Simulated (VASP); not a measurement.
Level of theory: PBEsol GGA, VASP's PBE PAW potentials (set 64) (plane waves; VASP).

Input for VASP

### INCAR
```
! general
SYSTEM  = Gd
PREC    = Accurate
ENCUT   = 300
LREAL   = .FALSE.
LASPH   = .TRUE.

! electronic loop
EDIFF   = 1E-6
NELM    = 100
ALGO    = Normal
LMAXMIX = 6

! smearing
ISMEAR  = 0
SIGMA   = 0.1

! functional
GGA     = PS

! spin
ISPIN   = 2
MAGMOM  = 2*7.0

! ions
ISIF    = 2

! output
LWAVE   = .FALSE.
LCHARG  = .FALSE.
LORBIT  = 11
```

### KPOINTS
```
Automatic mesh
0
Gamma
7 7 4
0 0 0
```

### POSCAR
```
Gd
1
    1.8150000000    -3.1436720000     0.0000000000
    1.8150000000     3.1436720000     0.0000000000
    0.0000000000     0.0000000000     5.7800000000
Gd
2
Direct
  0.3333330000   0.6666670000   0.2500000000
  0.6666670000   0.3333330000   0.7500000000
```

POTCAR, in this order: Gd (PBE.64 set). Program: vasp_std.

Output of the run:

**OSZICAR**
```
       N       E                     dE             d eps       ncg     rms          rms(c)
DAV:   1     0.234273589147E+03    0.23427E+03   -0.99002E+03  3485   0.225E+03
DAV:   2     0.245421717728E+02   -0.20973E+03   -0.19016E+03  3313   0.267E+02
DAV:   3    -0.125213058771E+02   -0.37063E+02   -0.36089E+02  3641   0.112E+02
DAV:   4    -0.195655235258E+02   -0.70442E+01   -0.70133E+01  5515   0.416E+01
DAV:   5    -0.199164708172E+02   -0.35095E+00   -0.35063E+00  4290   0.111E+01    0.556E+01
DAV:   6    -0.290549020401E+02   -0.91384E+01   -0.33769E+01  3564   0.971E+01    0.942E+01
DAV:   7    -0.244387595977E+02    0.46161E+01   -0.15577E+01  3164   0.383E+01    0.304E+01
DAV:   8    -0.238333239374E+02    0.60544E+00   -0.32604E+00  3244   0.264E+01    0.327E+01
DAV:   9    -0.413029429867E+02   -0.17470E+02   -0.69484E+01  3175   0.470E+01    0.118E+02
DAV:  10    -0.361209708580E+02    0.51820E+01   -0.18108E+00  4087   0.106E+01    0.103E+02
DAV:  11    -0.229144634983E+02    0.13207E+02   -0.22216E+01  3257   0.358E+01    0.187E+01
DAV:  12    -0.237817908141E+02   -0.86733E+00   -0.22426E+00  4630   0.106E+01    0.385E+01
DAV:  13    -0.238777399551E+02   -0.95949E-01   -0.17147E-01  4149   0.397E+00    0.294E+01
DAV:  14    -0.238483447887E+02    0.29395E-01   -0.70904E-02  4659   0.265E+00    0.247E+01
DAV:  15    -0.238664522884E+02   -0.18107E-01   -0.67649E-02  3509   0.293E+00    0.193E+01
DAV:  16    -0.241442580579E+02   -0.27781E+00   -0.49487E-01  3551   0.748E+00    0.139E+01
DAV:  17    -0.241643774878E+02   -0.20119E-01   -0.67680E-02  4614   0.147E+00    0.147E+01
DAV:  18    -0.239237023119E+02    0.24068E+00   -0.20979E-01  3310   0.502E+00    0.407E+00
DAV:  19    -0.239099778165E+02    0.13724E-01   -0.55291E-02  4586   0.228E+00    0.236E+00
DAV:  20    -0.239181616945E+02   -0.81839E-02   -0.94342E-03  4470   0.114E+00    0.320E+00
DAV:  21    -0.239190280385E+02   -0.86634E-03   -0.18995E-03  5135   0.313E-01    0.326E+00
DAV:  22    -0.239124044360E+02    0.66236E-02   -0.81638E-03  3600   0.161E+00    0.225E+00
DAV:  23    -0.239108911984E+02    0.15132E-02   -0.49518E-03  4265   0.740E-01    0.273E+00
DAV:  24    -0.239114374093E+02   -0.54621E-03   -0.13849E-03  4789   0.269E-01    0.248E+00
DAV:  25    -0.239118563143E+02   -0.41890E-03   -0.49836E-04  3591   0.308E-01    0.205E+00
DAV:  26    -0.239123431492E+02   -0.48683E-03   -0.43201E-04  4173   0.387E-01    0.955E-01
DAV:  27    -0.239125051638E+02   -0.16201E-03   -0.13429E-04  4960   0.155E-01    0.631E-01
DAV:  28    -0.239123775332E+02    0.12763E-03   -0.81124E-05  4231   0.106E-01    0.555E-01
DAV:  29    -0.239124706716E+02   -0.93138E-04   -0.46487E-05  3841   0.221E-01    0.561E-01
DAV:  30    -0.239124538216E+02    0.16850E-04   -0.32320E-05  4103   0.127E-01    0.698E-01
DAV:  31    -0.239124356982E+02    0.18123E-04   -0.19329E-05  4279   0.562E-02    0.628E-01
DAV:  32    -0.239124001591E+02    0.35539E-04   -0.10091E-04  3301   0.113E-01    0.340E-01
DAV:  33    -0.239124063312E+02   -0.61721E-05   -0.54313E-05  4428   0.903E-02    0.109E-01
DAV:  34    -0.239124173340E+02   -0.11003E-04   -0.15022E-05  3747   0.327E-02    0.842E-02
DAV:  35    -0.239124140719E+02    0.32621E-05   -0.38094E-06  2989   0.192E-02    0.887E-02
DAV:  36    -0.239124136313E+02    0.44056E-06   -0.12528E-06  1942   0.993E-03
   1 F= -.23912414E+02 E0= -.23902828E+02  d E =-.191706E-01  mag=    15.2952
```

OUTCAR:
```
------------------------ aborting loop because EDIFF is reached ----------------------------------------
  FORCE on cell =-STRESS in cart. coord.  units (eV):
  Direction    XX          YY          ZZ          XY          YZ          ZX
  --------------------------------------------------------------------------------------
  Total       -1.0398349     -1.0398348     -1.0391779      0.0000000      0.0000000      0.0000000
  in kB      -25.2582524    -25.2582489    -25.2422936      0.0000000      0.0000000      0.0000000
  external PRESSURE =     -25.2529316 kB  Pullay stress =       0.0000000 kB
  volume of cell :       65.96
      direct lattice vectors                 reciprocal lattice vectors
     1.815000000 -3.143672000  0.000000000     0.275482094 -0.159049672  0.000000000
     1.815000000  3.143672000  0.000000000     0.275482094  0.159049672  0.000000000
     0.000000000  0.000000000  5.780000000     0.000000000  0.000000000  0.173010381
 POSITION                                       TOTAL-FORCE (eV/Angst)
 -----------------------------------------------------------------------------------
      1.81500      1.04789      1.44500        -0.000000      0.000000      0.000000
      1.81500     -1.04789      4.33500         0.000000     -0.000000      0.000000
 -----------------------------------------------------------------------------------
    total drift:                                0.000000      0.001723     -0.000019
  FREE ENERGIE OF THE ION-ELECTRON SYSTEM (eV)
  ---------------------------------------------------
  free  energy   TOTEN  =       -23.9124136313 eV

  energy  without entropy=      -23.8932430560  energy(sigma->0) =      -23.90282834

 total charge

# of ion       s       p       d       f       tot
--------------------------------------------------
    1        2.071   5.532   0.567   6.998  15.168
    2        2.071   5.532   0.567   6.998  15.168
--------------------------------------------------
tot          4.142  11.064   1.135  13.996  30.336

 magnetization (x)

# of ion       s       p       d       f       tot
--------------------------------------------------
    1        0.005  -0.031   0.229   6.809   7.012
    2        0.005  -0.031   0.229   6.809   7.012
--------------------------------------------------
tot          0.009  -0.062   0.458  13.618  14.023
```
(Selected blocks of OUTCAR.)

At this cut-off the stress carries a Pulay error, which pulls relaxed volumes low.

The structure is a typed Gd crystal. The cell was not relaxed at this level. The run is one of a series of settings (GGA = PS against the base run), some of them coarse on purpose.
